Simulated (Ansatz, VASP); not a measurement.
# MgO: VASP beside Ansatz, part 2 of 2

One calculation is typed for both programs; each brings its own data sets. How far apart do they land? The cell is taken from a series of VASP runs on this material, whose earlier steps may have relaxed, scaled or displaced it; both programs get it as it stands. Valence electrons are named where the data sets of a main pair hold unlike numbers.

VASP 6.6.1 and Ansatz 0.2.0.

So far. Step 3 (VASP: band structure, PBE): The run ends at a pressure of 3.42 GPa.

## (6) VASP: band structure, r2SCAN

Level of this step: r2SCAN; plane waves and PAW (Mg, O) (VASP).

Levels along a path test the potential and the projectors away from the mesh points.

INCAR

```
SYSTEM = MgO
PREC = Accurate
ENCUT = 460
EDIFF = 1E-06
NELM = 100
ISMEAR = 0
SIGMA = 0.03
LREAL = .FALSE.
ALGO = Normal
METAGGA = R2SCAN
LASPH = .TRUE.
NBANDS = 16
LORBIT = 11
LWAVE = .FALSE.
LCHARG = .FALSE.
KPAR = 4
```

POSCAR

```
MgO
1.0
    0.0000000000      2.1052050000      2.1052050000
    2.1052050000      0.0000000000      2.1052050000
    2.1052050000      2.1052050000      0.0000000000
Mg O
1 1
Direct
    0.0000000000      0.0000000000      0.0000000000
    0.5000000000      0.5000000000      0.5000000000
```

KPOINTS

```
Automatic mesh
0
Gamma
8 8 8
0 0 0
```

KPOINTS_OPT

```
Line mode
10
Line-mode
Reciprocal
  0.00000000   0.00000000   0.00000000 GAMMA
  0.50000000   0.00000000   0.50000000 X

  0.50000000   0.00000000   0.50000000 X
  0.50000000   0.25000000   0.75000000 W

  0.50000000   0.25000000   0.75000000 W
  0.37500000   0.37500000   0.75000000 K

  0.37500000   0.37500000   0.75000000 K
  0.00000000   0.00000000   0.00000000 GAMMA

  0.00000000   0.00000000   0.00000000 GAMMA
  0.50000000   0.50000000   0.50000000 L

  0.50000000   0.50000000   0.50000000 L
  0.62500000   0.25000000   0.62500000 U

  0.62500000   0.25000000   0.62500000 U
  0.50000000   0.25000000   0.75000000 W

  0.50000000   0.25000000   0.75000000 W
  0.50000000   0.50000000   0.50000000 L

  0.50000000   0.50000000   0.50000000 L
  0.37500000   0.37500000   0.75000000 K

  0.62500000   0.25000000   0.62500000 U
  0.50000000   0.00000000   0.50000000 X
```

Potentials, in the order of the species: Mg and O (PBE family, release 64).

On the command line:

```bash
> mpirun -np 4 vasp_std
```

Numbers of over 12 decimals in the logs are rounded to 6 here.

Log:

```text
[banner, memory and clock lines left out]
running    4 mpi-ranks, on    1 nodes
[...]
|                                                                             |
|               ----> ADVICE to this user running VASP <----                  |
|                                                                             |
|     You enforced a specific xc type in the INCAR file but a different       |
|     [... a line on the potential file left out ...]
|     I HOPE YOU KNOW WHAT YOU ARE DOING!                                     |
|                                                                             |

 LDA part: xc-table for (None), standard interpolation
 POSCAR, INCAR and KPOINTS ok, starting setup
[...]
entering main loop
       N       E                     dE             d eps       ncg     rms          rms(c)
DAV:   1     0.943913312105E+01    0.94391E+01   -0.40347E+03  1040   0.412E+02
DAV:   2    -0.192737229198E+02   -0.28713E+02   -0.27643E+02  1264   0.115E+02
DAV:   3    -0.198463641843E+02   -0.57264E+00   -0.57241E+00  1120   0.128E+01
DAV:   4    -0.198476190084E+02   -0.12548E-02   -0.12548E-02  1200   0.697E-01
[...]
DAV:  11    -0.161643941768E+02   -0.17501E-04   -0.92929E-05  1080   0.450E-02    0.987E-03
DAV:  12    -0.161643984214E+02   -0.42446E-05   -0.30061E-06  1024   0.923E-03    0.645E-03
DAV:  13    -0.161643976635E+02    0.75790E-06   -0.10314E-06   512   0.563E-03
   1 F= -.16164398E+02 E0= -.16164398E+02  d E =-.192617E-11
 Start KPOINTS_OPT (optional k-point list driver)
k-point batch [1-29\100]
       N       E                     dE             ncg
DAV:   1     0.102454395968E+03   -0.86948E+04     1040
DAV:   2    -0.678066137056E+03   -0.78052E+03     1256
DAV:   3    -0.694093012155E+03   -0.16027E+02     1200
DAV:   4    -0.694130434692E+03   -0.37423E-01     1192
DAV:   5    -0.694130560364E+03   -0.12567E-03     1176
DAV:   6    -0.694130560877E+03   -0.51309E-06     1144
[...]
k-point batch [88-100\100]
       N       E                     dE             ncg
DAV:   1     0.518146112939E+04   -0.51689E+04      472
DAV:   2     0.483878397835E+04   -0.34268E+03      576
DAV:   3     0.483308014494E+04   -0.57038E+01      560
DAV:   4     0.483306688431E+04   -0.13261E-01      528
DAV:   5     0.483306683765E+04   -0.46651E-04      536
DAV:   6     0.483306683747E+04   -0.18246E-06      472
```

From OUTCAR (step 6):

```text
  Total       -0.2935292     -0.2935292     -0.2935292      0.0000000     -0.0000000      0.0000000
  in kB      -25.2027925    -25.2027925    -25.2027925      0.0000000     -0.0000000      0.0000000
  external PRESSURE =     -25.2027925 kB  Pullay stress =       0.0000000 kB

 POSITION                                       TOTAL-FORCE (eV/Angst)
 -----------------------------------------------------------------------------------
      0.00000      0.00000      0.00000         0.000000      0.000000     -0.000000
      2.10521      2.10521      2.10521        -0.000000     -0.000000      0.000000
 -----------------------------------------------------------------------------------
    total drift:                               -0.000000     -0.000000      0.000000

  FREE ENERGIE OF THE ION-ELECTRON SYSTEM (eV)
  ---------------------------------------------------
  free  energy   TOTEN  =       -16.1643976635 eV

  energy  without entropy=      -16.1643976635  energy(sigma->0) =      -16.16439766

[... 2 parts as in an earlier step ...]

[... 1 further part left out ...]
[key lines of the parts left out:]
E-fermi :   2.9102
```

The PAW data sets were made with PBE, which is usual practice but a small mismatch for other functionals.

## (7) Ansatz: band structure, r2SCAN

The same cell, functional, mesh and smearing now go to Ansatz, which takes its cutoff from its data sets.

The cell is taken from a series of VASP runs on this material, whose earlier steps may have relaxed, scaled or displaced it; both programs get it as it stands.

input.yaml

```yaml
crystal:
  lattice:
    - [0.0, 2.105205, 2.105205]
    - [2.105205, 0.0, 2.105205]
    - [2.105205, 2.105205, 0.0]
  atoms:
    - { symbol: Mg, position: [0.0, 0.0, 0.0] }
    - { symbol: O, position: [0.5, 0.5, 0.5] }
hamiltonian:
  xc: r2scan
  pseudopotentials: { kind: paw }
kpoints:
  mp_grid: { grid: [8, 8, 8] }
  band_path:
    path:
      - [0.0, 0.0, 0.0]
      - [0.16667, 0.0, 0.16667]
      - [0.33333, 0.0, 0.33333]
      - [0.5, 0.0, 0.5]
      - [0.5, 0.08333, 0.58333]
      - [0.5, 0.19444, 0.69444]
      - [0.5, 0.25, 0.75]
      - [0.45833, 0.29167, 0.75]
      - [0.40278, 0.34722, 0.75]
      - [0.375, 0.375, 0.75]
      - [0.20833, 0.20833, 0.41667]
      - [0.08333, 0.08333, 0.16667]
      - [0.0, 0.0, 0.0]
      - [0.22222, 0.22222, 0.22222]
      - [0.38889, 0.38889, 0.38889]
      - [0.51389, 0.47222, 0.51389]
      - [0.55556, 0.38889, 0.55556]
      - [0.61111, 0.27778, 0.61111]
      - [0.61111, 0.25, 0.63889]
      - [0.56944, 0.25, 0.68056]
      - [0.51389, 0.25, 0.73611]
      - [0.5, 0.27778, 0.72222]
      - [0.5, 0.38889, 0.61111]
      - [0.5, 0.47222, 0.52778]
      - [0.48611, 0.48611, 0.52778]
      - [0.43056, 0.43056, 0.63889]
      - [0.38889, 0.38889, 0.72222]
      - [0.59722, 0.19444, 0.59722]
      - [0.55556, 0.11111, 0.55556]
      - [0.5, 0.0, 0.5]
    npoints: 1
scf:
  occupations: { method: gaussian, width: 0.03 }
  n_extra_bands: 7
output:
  forces: true
  stress: true
  eigenvalues: true
  write_density: true
  write_potential: true
  elf: true
  volumetric_format: npy
```

On the command line:

```bash
> ansatz run input.yaml --threads 2 --pin off --max-ram 4608MiB --backend cpu --events-out ev --progress --plain --runs-dir out
```

Log:

```text
[...]
Crystal: 2 atoms, lattice volume = 18.660 Å³
Basis set: ecut = 500 eV, 459 PW (Γ), exchange–correlation on 96×96×96 points (64 copies of the dense FFT grid, shifted against one another)
Bands: 15, of which v1, the nominal top of the filled ones, is band 8 counted from 1 (7 counted from 0)
Symmetry: 48 space group operations
[...]
k-points: 29 of 512
[...]
k-point 0: bands = [... 4 lower, -10.4762, 7.7328, 7.7328, 7.7328, 13.3737, 24.5642, 24.5642, 24.5642, ... 3 higher]
  k-point 1: bands = [... 4 lower, -10.3096, 6.8092, 7.6266, 7.6266, 14.2719, 22.9009, 24.9444, 24.9444, ... 3 higher]
  k-point 2: bands = [... 4 lower, -9.8801, 5.1014, 7.3815, 7.3815, 15.7503, 21.3807, 25.5084, 25.5084, ... 3 higher]
  k-point 28: bands = [... 4 lower, -8.9127, 4.7840, 4.7840, 5.9597, 20.4444, 20.4444, 21.1518, 24.4426, ... 3 higher]
[key lines of the parts left out:]
SCF converged after 6 iterations
Free energy (F): -2498.334829 eV
Fermi energy:    10.553305 eV
P = ⅓ Tr σ = -0.7033 GPa (-7.033 kbar)
```

Run time: 1.3 s. Hardware: 2 threads of Arm Neoverse V1, shared host; peak memory 0.31 GiB; 2.5 s of CPU time.

## (8) Comparison

What differs besides the data sets and the points named for the pairs above, as far as they apply: VASP keeps PBE cores, Ansatz makes them for the functional; the data sets hold 16 valence electrons in Ansatz (on its default PAW (the set named soft_2) files) and 8 in VASP; the cutoff is 500 eV in Ansatz and 460 eV in VASP. Total energies have different zeros and are not compared.

Compared:

```
                                        quantity  Ansatz   VASP  difference
                                  pressure (GPa)   -0.70  -2.52       +1.82
pressure without Ansatz's Pulay correction (GPa)   -0.78  -2.52       +1.74
                   gap over the path points (eV)   5.641  5.618      +0.023
```

Levels at points of the path, from each program's valence-band top (eV; 3 filled, then empty):

```
k (reciprocal lattice)                         Ansatz                           VASP
     0.000 0.000 0.000      0.00 0.00 0.00 5.64 16.83      0.00 0.00 0.00 5.62 16.84
     0.167 0.000 0.167   -1.55 -0.39 -0.39 7.54 13.71   -1.55 -0.39 -0.39 7.53 13.71
     0.333 0.000 0.333  -3.43 -1.07 -1.07 10.34 10.98  -3.44 -1.08 -1.08 10.31 10.97
     0.500 0.000 0.500  -4.08 -1.37 -1.37 10.04 11.14  -4.11 -1.38 -1.38 10.03 11.07
     0.500 0.083 0.583  -3.94 -1.62 -1.47 10.48 11.56  -3.97 -1.63 -1.48 10.47 11.50
     0.500 0.194 0.694  -3.37 -2.48 -1.73 11.94 13.00  -3.39 -2.50 -1.73 11.93 12.95
     0.500 0.250 0.750  -2.95 -2.95 -1.77 12.71 12.71  -2.97 -2.97 -1.78 12.71 12.71
     0.458 0.292 0.750  -3.24 -2.72 -1.62 12.04 13.21  -3.26 -2.74 -1.63 12.03 13.21
     0.403 0.347 0.750  -3.46 -2.70 -1.23 11.21 13.02  -3.48 -2.71 -1.24 11.19 12.97
     0.375 0.375 0.750  -3.49 -2.70 -1.17 11.08 12.99  -3.51 -2.71 -1.17 11.06 12.94
```

Among the levels compared at these points, filled levels agree within 29 meV and empty ones within 62 meV. Ansatz's pressure holds a Pulay correction of 0.08 GPa; VASP's holds none.

## (9) What the set-up changes

Further runs change the set-up of one program: Ansatz's method, potentials or start, or VASP's data sets, cutoff or form of LDA. The table gives Ansatz less VASP for each quantity, since a change that brings one quantity closer may part another.

```
                                        run  pressure (GPa)  gap over the path points (eV)  pressure without Ansatz's Pulay correction (GPa)
                                   as above             1.8                          0.023                                               1.7
                       cores kept as stored             1.8                          0.025                                               1.7
    Ansatz's larger PAW set (cutoff 900 eV)             1.8                          0.021                                               1.7
norm-conserving potentials (cutoff 1290 eV)             1.9                          0.020
```

## (10) Ansatz: band structure, LDA

The same path points are solved in both programs, so levels can be compared one by one. The cell compared in this pair holds 17.81 Å³, against 18.66 Å³ for the pair before.

The cell is taken from a series of VASP runs on this material, whose earlier steps may have relaxed, scaled or displaced it; both programs get it as it stands.

input.yaml, as its differences from that of step 7:

```diff
@@ -2,5 +2,5 @@
   lattice:
-    - [0.0, 2.105205, 2.105205]
-    - [2.105205, 0.0, 2.105205]
-    - [2.105205, 2.105205, 0.0]
+    - [0.0, 2.0728092391, 2.0728092391]
+    - [2.0728092391, 0.0, 2.0728092391]
+    - [2.0728092391, 2.0728092391, 0.0]
   atoms:
@@ -9,3 +9,3 @@
 hamiltonian:
-  xc: r2scan
+  xc: lda
   pseudopotentials: { kind: paw }
@@ -53,5 +53 @@
   eigenvalues: true
-  write_density: true
-  write_potential: true
-  elf: true
-  volumetric_format: npy
```

Log:

```text
[...]
Crystal: 2 atoms, lattice volume = 17.812 Å³
Basis set: ecut = 420 eV, 331 PW (Γ)
Bands: 15, of which v1, the nominal top of the filled ones, is band 8 counted from 1 (7 counted from 0)
Symmetry: 48 space group operations
[...]
k-points: 29 of 512
[...]
k-point 0: bands = [... 4 lower, -8.8881, 8.3683, 8.3683, 8.3683, 13.5031, 24.1753, 24.1753, 24.1753, ... 3 higher]
  k-point 1: bands = [... 4 lower, -8.6973, 7.3880, 8.2546, 8.2546, 14.4014, 22.5048, 24.5585, 24.5585, ... 3 higher]
  k-point 2: bands = [... 4 lower, -8.1991, 5.5888, 7.9930, 7.9930, 15.7924, 21.0317, 25.1322, 25.1322, ... 3 higher]
  k-point 28: bands = [... 4 lower, -7.0485, 5.2304, 5.2304, 6.4747, 20.1453, 20.1453, 20.8300, 24.2622, ... 3 higher]
[key lines of the parts left out:]
SCF converged after 6 iterations
Free energy (F): -2460.064576 eV
Fermi energy:    10.935787 eV
P = ⅓ Tr σ = 1.7177 GPa (17.177 kbar)
```

The job ended after 0.62 s (2 threads; peak memory 0.24 GiB; 1.1 s of CPU time).

## (11) VASP: band structure, LDA

The same cell, functional (in two slightly different forms), mesh and smearing now go to VASP, with its own data sets.

INCAR, as its differences from that of step 6:

```diff
@@ -9,4 +9,3 @@
 ALGO = Normal
-METAGGA = R2SCAN
-LASPH = .TRUE.
+GGA = CA
 NBANDS = 16
```

POSCAR

```
MgO
1.0
    0.0000000000      2.0728092391      2.0728092391
    2.0728092391      0.0000000000      2.0728092391
    2.0728092391      2.0728092391      0.0000000000
Mg O
1 1
Direct
    0.0000000000      0.0000000000      0.0000000000
    0.5000000000      0.5000000000      0.5000000000
```

KPOINTS is that of step 6.

KPOINTS_OPT is that of step 6.

PAW data sets: Mg and O (LDA family, release 64).

On the command line:

```bash
> mpirun -np 4 vasp_std
```

Log:

```text
[banner, memory and clock lines left out]
running    4 mpi-ranks, on    1 nodes
[...]
LDA part: xc-table for (Slater(with rela. corr.)+CA(PZ))
 , standard interpolation
 POSCAR, INCAR and KPOINTS ok, starting setup
[...]
entering main loop
       N       E                     dE             d eps       ncg     rms          rms(c)
DAV:   1     0.109501822077E+02    0.10950E+02   -0.39680E+03  1080   0.402E+02
DAV:   2    -0.146317613091E+02   -0.25582E+02   -0.25045E+02  1248   0.109E+02
DAV:   3    -0.150321094558E+02   -0.40035E+00   -0.40025E+00  1064   0.107E+01
DAV:   4    -0.150327678156E+02   -0.65836E-03   -0.65836E-03  1248   0.493E-01
[...]
DAV:  10    -0.134494717372E+02    0.13240E-03   -0.24062E-04  1064   0.101E-01    0.908E-03
DAV:  11    -0.134494705899E+02    0.11473E-05   -0.10072E-05  1144   0.149E-02    0.365E-03
DAV:  12    -0.134494705167E+02    0.73184E-07   -0.29213E-07   560   0.320E-03
   1 F= -.13449471E+02 E0= -.13449471E+02  d E =-.507259E-38
 Start KPOINTS_OPT (optional k-point list driver)
k-point batch [1-29\100]
       N       E                     dE             ncg
DAV:   1     0.238738341951E+03   -0.84152E+04      992
DAV:   2    -0.526168119181E+03   -0.76491E+03     1272
DAV:   3    -0.540009080094E+03   -0.13841E+02     1160
DAV:   4    -0.540031358203E+03   -0.22278E-01     1240
DAV:   5    -0.540031409706E+03   -0.51504E-04     1128
DAV:   6    -0.540031409844E+03   -0.13791E-06     1008
[...]
k-point batch [88-100\100]
       N       E                     dE             ncg
DAV:   1     0.568618021663E+04   -0.46829E+04      448
DAV:   2     0.532946052805E+04   -0.35672E+03      568
DAV:   3     0.532364547572E+04   -0.58151E+01      560
DAV:   4     0.532363482836E+04   -0.10647E-01      528
DAV:   5     0.532363480221E+04   -0.26145E-04      536
DAV:   6     0.532363480214E+04   -0.68900E-07      432
```

From OUTCAR (step 11):

```text
  Total       -0.0775479     -0.0775479     -0.0775479     -0.0000000      0.0000000      0.0000000
  in kB       -6.9754549     -6.9754549     -6.9754549     -0.0000000      0.0000000      0.0000000
  external PRESSURE =      -6.9754549 kB  Pullay stress =       0.0000000 kB

 POSITION                                       TOTAL-FORCE (eV/Angst)
 -----------------------------------------------------------------------------------
      0.00000      0.00000      0.00000        -0.000000     -0.000000     -0.000000
      2.07281      2.07281      2.07281         0.000000      0.000000      0.000000
 -----------------------------------------------------------------------------------
    total drift:                               -0.000000     -0.000000      0.000000

  FREE ENERGIE OF THE ION-ELECTRON SYSTEM (eV)
  ---------------------------------------------------
  free  energy   TOTEN  =       -13.4494705167 eV

  energy  without entropy=      -13.4494705167  energy(sigma->0) =      -13.44947052

[... 1 part as in an earlier step ...]

[... 2 further parts left out ...]
[key lines of the parts left out:]
E-fermi :   3.5168
```

The run ends at a pressure of -0.70 GPa.

## (12) Comparison

What differs besides the data sets and the points named for the pairs above, as far as they apply: the two LDA forms differ slightly; the data sets hold 16 valence electrons in Ansatz (on its default PAW (the set named soft_2) files) and 8 in VASP; VASP's log shows a relativistic correction to its local exchange, Ansatz's none. Total energies have different zeros and are not compared.

Both answers:

```
                                        quantity  Ansatz   VASP  difference
                                  pressure (GPa)    1.72  -0.70       +2.42
pressure without Ansatz's Pulay correction (GPa)    0.85  -0.70       +1.55
                   gap over the path points (eV)   5.135  5.138      -0.003
```

Levels at points of the path, from each program's valence-band top (eV; 3 filled, then empty):

```
k (reciprocal lattice)                         Ansatz                           VASP
     0.000 0.000 0.000      0.00 0.00 0.00 5.13 15.81      0.00 0.00 0.00 5.14 15.79
     0.167 0.000 0.167   -1.64 -0.41 -0.41 7.02 12.66   -1.64 -0.42 -0.42 7.02 12.63
     0.333 0.000 0.333    -3.61 -1.12 -1.12 9.64 9.91    -3.63 -1.13 -1.13 9.64 9.88
     0.500 0.000 0.500   -4.31 -1.43 -1.43 8.97 10.23   -4.35 -1.44 -1.44 8.93 10.23
     0.500 0.083 0.583   -4.17 -1.71 -1.55 9.43 10.65   -4.21 -1.73 -1.56 9.40 10.65
     0.500 0.194 0.694  -3.58 -2.64 -1.84 10.97 12.07  -3.61 -2.66 -1.85 10.96 12.08
     0.500 0.250 0.750  -3.14 -3.14 -1.89 11.78 11.78  -3.17 -3.17 -1.90 11.77 11.77
     0.458 0.292 0.750  -3.44 -2.90 -1.73 11.10 12.29  -3.48 -2.92 -1.74 11.08 12.29
     0.403 0.347 0.750  -3.67 -2.88 -1.30 10.25 12.09  -3.71 -2.90 -1.31 10.24 12.10
     0.375 0.375 0.750  -3.70 -2.88 -1.22 10.12 12.06  -3.74 -2.90 -1.23 10.11 12.07
```

Among the levels compared at these points, filled levels agree within 42 meV and empty ones within 34 meV. Ansatz's pressure holds a Pulay correction of 0.87 GPa; VASP's holds none.

## (13) Other set-ups

Further runs change the set-up of one program: Ansatz's method, potentials or start, or VASP's data sets, cutoff or form of LDA. The table gives Ansatz less VASP for each quantity, since a change that brings one quantity closer may part another.

```
                                        run  pressure (GPa)  gap over the path points (eV)  pressure without Ansatz's Pulay correction (GPa)
                                   as above             2.4                        -0.0030                                               1.5
                       cores kept as stored             2.5                         0.0022                                               1.7
    Ansatz's larger PAW set (cutoff 900 eV)             2.7                        -2.0e-4                                               2.6
norm-conserving potentials (cutoff 1143 eV)             2.5                          0.034                                               2.5
```

## (14) Summary of results

```
difference in pressure (band structure, PBE)    : 1.5 GPa
difference in pressure (band structure, r2SCAN) : 1.8 GPa
difference in pressure (band structure, LDA)    : 2.4 GPa
```

The difference in pressure is 2.4 GPa (band structure, LDA), beyond the 1 GPa picked in this series as the mark of a large difference. The data sets hold unlike numbers of valence electrons (16 in Ansatz and 8 in VASP), so part of the differences comes from the potentials. Band structure, PBE, Ansatz's larger PAW set (cutoff 900 eV): the difference in gap over the path points goes from 0.014 to 0.0094 eV; the difference in pressure without Ansatz's Pulay correction goes from 0.84 to 1.5 GPa. Band structure, PBE, norm-conserving potentials (cutoff 1240 eV): the difference in gap over the path points goes from 0.014 to 0.019 eV; the difference in pressure without Ansatz's Pulay correction goes from 0.84 to 1.5 GPa. For band structure, r2SCAN, no further run moves any of the tabulated differences by more than a quarter of its size. Band structure, LDA, cores kept as stored: the difference in gap over the path points goes from -0.0030 to 0.0022 eV. Band structure, LDA, Ansatz's larger PAW set (cutoff 900 eV): the difference in gap over the path points goes from -0.0030 to -2.0e-4 eV; the difference in pressure without Ansatz's Pulay correction goes from 1.5 to 2.6 GPa. 5 further runs of this series are not shown here. Such differences can come from data sets, numerical settings and the points named under the comparisons, not from the functional's error against experiment.

[Lines on the potential files, build, host, timing and source positions are cut from VASP's logs without a mark.]

[Logs are printed without paths, hosts, clocks, repeated set-up lines and the standing remarks that a program may print on its own settings, such as how far it seeks lower states.]

[Hosts, paths, dates, database ids (printed as entryN), source tags and the programs' standing remarks are cut or masked in the printed files.]
